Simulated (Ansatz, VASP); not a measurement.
# AlN: VASP beside Ansatz, part 2 of 3

Aim: how closely do two programs agree when they are given the same cell, functional and k mesh? The cell is taken from a series of runs on this material, whose earlier steps may have relaxed, scaled, displaced or heated it; both programs get it as it stands.

VASP 6.6.1 and Ansatz 0.2.0.

So far: Set-up; VASP: zone-centre phonons, LDA.

### 2. VASP: zone-centre phonons, LDA (continued)

Level of this step: LDA; plane waves and PAW (Al, N) (VASP).

OUTCAR, selected parts (step 2):

```text
ion  position               nearest neighbor table
   1  0.333  0.667  0.999-   4 1.87   4 1.87   4 1.87   3 1.88   2 3.04   2 3.04   2 3.04   2 3.04
                             2 3.04   2 3.04
   2  0.667  0.333  0.499-   3 1.87   3 1.87   3 1.87   4 1.88   1 3.04   1 3.04   1 3.04   1 3.04
                             1 3.04   1 3.04
   3  0.333  0.667  0.381-   2 1.87   2 1.87   2 1.87   1 1.88
   4  0.667  0.333  0.881-   1 1.87   1 1.87   1 1.87   2 1.88

  LATTYP: Found a hexagonal cell.
 ALAT       =     3.0820343647
 C/A-ratio  =     1.6006572193

 Subroutine GETGRP returns: Found 12 space group operations
 (whereof  6 operations were pure point group operations)

The static configuration has the point symmetry C_3v.
 The point group associated with its full space group is C_6v.

 Found     36 irreducible k-points:

   k-points           NKPTS =     36   k-points in BZ     NKDIM =     36   number of bands    NBANDS=     14

   dimension x,y,z NGX =    28 NGY =   28 NGZ =   40
   dimension x,y,z NGXF=    56 NGYF=   56 NGZF=   80

   ENCUT  =  600.0 eV  44.10 Ry    6.64 a.u.   6.16  6.16  9.85*2*pi/ulx,y,z

   NELECT =      16.0000    total number of electrons

 k-points in reciprocal lattice and weights: Automatic mesh
   0.00000000  0.00000000  0.00000000       0.003
   0.11111111  0.00000000  0.00000000       0.019
   0.22222222  0.00000000  0.00000000       0.019
   0.33333333  0.00000000  0.00000000       0.019
   0.44444444  0.00000000  0.00000000       0.019
   0.11111111  0.11111111  0.00000000       0.019
   0.22222222  0.11111111  0.00000000       0.037
   0.33333333  0.11111111  0.00000000       0.037
   0.44444444  0.11111111  0.00000000       0.019
[...]
0.33333333  0.22222222  0.50000000       0.037
   0.33333333  0.33333333  0.50000000       0.006

 average (electrostatic) potential at core
       1 -69.5727       2 -69.5727       3 -59.5890       4 -59.5890

  Total        0.4473171      0.4473171      0.4077828      0.0000000      0.0000000      0.0000000
  in kB       17.6597548     17.6597548     16.0989707      0.0000000      0.0000000      0.0000000
[...]
3.082034365  0.000000000  0.000000000     0.324461016  0.187327655  0.000000000
    -1.541017182  2.669120055  0.000000000     0.000000000  0.374655309  0.000000000
     0.000000000  0.000000000  4.933280556     0.000000000  0.000000000  0.202704871

 POSITION                                       TOTAL-FORCE (eV/Angst)
 -----------------------------------------------------------------------------------
      0.00000      1.77941      4.92847        -0.000000     -0.000000     -0.003094
      1.54102      0.88971      2.46183         0.000000      0.000000     -0.003094
      0.00000      1.77941      1.87946         0.000000     -0.000000      0.003094
      1.54102      0.88971      4.34610        -0.000000      0.000000      0.003094
 -----------------------------------------------------------------------------------
    total drift:                               -0.000000     -0.000000     -0.000885

 MACROSCOPIC STATIC DIELECTRIC TENSOR (including local field effects in DFT)
 ------------------------------------------------------
           4.383586     0.000000     0.000000
           0.000000     4.383586     0.000000
           0.000000     0.000000     4.603277
 ------------------------------------------------------

 PIEZOELECTRIC TENSOR (including local field effects)  for field in x, y, z        (C/m^2)
          XX          YY          ZZ          XY          YZ          ZX
  --------------------------------------------------------------------------------
  x     0.00000    -0.00000     0.00000    -0.00000     0.00000     0.33313
  y    -0.00000     0.00000    -0.00000     0.00000     0.33313     0.00000
  z     0.25303     0.25303    -0.37247     0.00000     0.00000     0.00000

 BORN EFFECTIVE CHARGES (including local field effects) (in |e|, cummulative output)
 ---------------------------------------------------------------------------------
 ion    1
    1     2.50910     0.00000     0.00000
    2     0.00000     2.50910    -0.00000
    3     0.00000     0.00000     2.67115
 ion    2
    1     2.50910     0.00000    -0.00000
    2     0.00000     2.50910     0.00000
    3     0.00000    -0.00000     2.67115
 ion    3
    1    -2.50910    -0.00000    -0.00000
    2    -0.00000    -2.50910     0.00000
    3    -0.00000     0.00000    -2.67115
 ion    4
    1    -2.50910    -0.00000     0.00000
    2    -0.00000    -2.50910    -0.00000
    3     0.00000     0.00000    -2.67115

 Eigenvectors and eigenvalues of the dynamical matrix
 ----------------------------------------------------

   1 f  =   22.186906 THz   139.404443 2PiTHz  740.075528 cm-1    91.757630 meV
             X         Y         Z           dx          dy          dz
      0.000000  1.779413  4.928465     0.000000    0.000000    0.017933
      1.541017  0.889707  2.461825     0.000000    0.000000   -0.017933
      0.000000  1.779413  1.879462    -0.000000   -0.000000   -0.706879
      1.541017  0.889707  4.346102    -0.000000   -0.000000    0.706879

   2 f  =   20.701029 THz   130.068401 2PiTHz  690.512001 cm-1    85.612538 meV
             X         Y         Z           dx          dy          dz
      0.000000  1.779413  4.928465    -0.392149   -0.130455    0.000000
      1.541017  0.889707  2.461825    -0.392149   -0.130455   -0.000000
      0.000000  1.779413  1.879462     0.544425    0.181113    0.000000
      1.541017  0.889707  4.346102     0.544425    0.181113    0.000000

   3 f  =   20.701029 THz   130.068401 2PiTHz  690.512001 cm-1    85.612538 meV
             X         Y         Z           dx          dy          dz
      0.000000  1.779413  4.928465     0.130455   -0.392149    0.000000
      1.541017  0.889707  2.461825     0.130455   -0.392149    0.000000
      0.000000  1.779413  1.879462    -0.181113    0.544425   -0.000000
      1.541017  0.889707  4.346102    -0.181113    0.544425   -0.000000

   4 f  =   20.399826 THz   128.175889 2PiTHz  680.464959 cm-1    84.366864 meV
             X         Y         Z           dx          dy          dz
      0.000000  1.779413  4.928465     0.363971    0.121081   -0.000000
      1.541017  0.889707  2.461825    -0.363971   -0.121081    0.000000
      0.000000  1.779413  1.879462     0.563653    0.187509   -0.000000
      1.541017  0.889707  4.346102    -0.563653   -0.187509   -0.000000

   5 f  =   20.399826 THz   128.175889 2PiTHz  680.464959 cm-1    84.366864 meV
             X         Y         Z           dx          dy          dz
      0.000000  1.779413  4.928465     0.121081   -0.363971    0.000000
      1.541017  0.889707  2.461825    -0.121081    0.363971   -0.000000
      0.000000  1.779413  1.879462     0.187509   -0.563653   -0.000000
      1.541017  0.889707  4.346102    -0.187509    0.563653   -0.000000

   6 f  =   18.944007 THz   119.028708 2PiTHz  631.904064 cm-1    78.346084 meV
             X         Y         Z           dx          dy          dz
      0.000000  1.779413  4.928465    -0.000000    0.000000    0.413359
      1.541017  0.889707  2.461825     0.000000    0.000000    0.413359
      0.000000  1.779413  1.879462    -0.000000    0.000000   -0.573702
      1.541017  0.889707  4.346102     0.000000   -0.000000   -0.573702

   7 f  =   16.746760 THz   105.222997 2PiTHz  558.611787 cm-1    69.259003 meV
             X         Y         Z           dx          dy          dz
      0.000000  1.779413  4.928465    -0.000000   -0.000000   -0.706879
      1.541017  0.889707  2.461825    -0.000000    0.000000    0.706879
      0.000000  1.779413  1.879462     0.000000   -0.000000   -0.017933
      1.541017  0.889707  4.346102     0.000000    0.000000    0.017933

   8 f  =    7.174904 THz    45.081252 2PiTHz  239.329039 cm-1    29.673006 meV
             X         Y         Z           dx          dy          dz
      0.000000  1.779413  4.928465     0.563651    0.187515   -0.000000
      1.541017  0.889707  2.461825    -0.563651   -0.187515    0.000000
      0.000000  1.779413  1.879462    -0.363970   -0.121085   -0.000000
      1.541017  0.889707  4.346102     0.363970    0.121085   -0.000000

   9 f  =    7.174904 THz    45.081252 2PiTHz  239.329039 cm-1    29.673006 meV
             X         Y         Z           dx          dy          dz
      0.000000  1.779413  4.928465     0.187515   -0.563651   -0.000000
      1.541017  0.889707  2.461825    -0.187515    0.563651   -0.000000
      0.000000  1.779413  1.879462    -0.121085    0.363970   -0.000000
      1.541017  0.889707  4.346102     0.121085   -0.363970   -0.000000

  10 f/i=    0.000853 THz     0.005361 2PiTHz    0.028460 cm-1     0.003529 meV
             X         Y         Z           dx          dy          dz
      0.000000  1.779413  4.928465     0.402674   -0.408723   -0.000000
      1.541017  0.889707  2.461825     0.402674   -0.408723   -0.000000
      0.000000  1.779413  1.879462     0.290045   -0.294403   -0.000000
      1.541017  0.889707  4.346102     0.290045   -0.294403   -0.000000

  11 f/i=    0.000853 THz     0.005361 2PiTHz    0.028460 cm-1     0.003529 meV
             X         Y         Z           dx          dy          dz
      0.000000  1.779413  4.928465    -0.408723   -0.402674   -0.000000
      1.541017  0.889707  2.461825    -0.408723   -0.402674   -0.000000
      0.000000  1.779413  1.879462    -0.294403   -0.290045   -0.000000
      1.541017  0.889707  4.346102    -0.294403   -0.290045   -0.000000

  12 f/i=    0.001869 THz     0.011745 2PiTHz    0.062351 cm-1     0.007731 meV
             X         Y         Z           dx          dy          dz
      0.000000  1.779413  4.928465     0.000000   -0.000000    0.573702
      1.541017  0.889707  2.461825     0.000000   -0.000000    0.573702
      0.000000  1.779413  1.879462     0.000000   -0.000000    0.413359
      1.541017  0.889707  4.346102     0.000000   -0.000000    0.413359

 MACROSCOPIC STATIC DIELECTRIC TENSOR IONIC CONTRIBUTION
 ------------------------------------------------------
           3.473743     0.000000    -0.000000
           0.000000     3.473743    -0.000000
          -0.000000    -0.000000     4.700635
 ------------------------------------------------------

 ELASTIC MODULI CONTR FROM IONIC RELAXATION (kBar)
 Direction    XX          YY          ZZ          XY          YZ          ZX
 --------------------------------------------------------------------------------
 XX        -824.1598    380.2859    490.0147     -0.0000      0.0000      0.0000
 YY         380.2859   -824.1598    490.0147     -0.0000     -0.0000     -0.0000
 ZZ         490.0147    490.0147  -1081.9037      0.0000     -0.0000     -0.0000
 XY          -0.0000     -0.0000      0.0000   -602.2228      0.0000      0.0000
 YZ           0.0000     -0.0000     -0.0000      0.0000   -155.4106     -0.0000
 ZX           0.0000     -0.0000     -0.0000      0.0000     -0.0000   -164.9269
 --------------------------------------------------------------------------------

 PIEZOELECTRIC TENSOR IONIC CONTR  for field in x, y, z        (C/m^2)
          XX          YY          ZZ          XY          YZ          ZX
  --------------------------------------------------------------------------------
  x     0.00000    -0.00000    -0.00000     0.00000    -0.00000    -0.71222
  y     0.00000    -0.00000    -0.00000     0.00000    -0.69137    -0.00000
  z    -0.96109    -0.96109     2.12200    -0.00000     0.00000     0.00000
```

(Continued in part 3 of 3.)

[Lines on the potential files, build, host, timing and source positions are cut from VASP's logs without a mark.]

[Logs are printed without paths, hosts, clocks, repeated set-up lines and the standing remarks that a program may print on its own settings, such as how far it seeks lower states.]

[Hosts, paths, dates, database ids (printed as entryN), source tags and the programs' standing remarks are cut or masked in the printed files.]
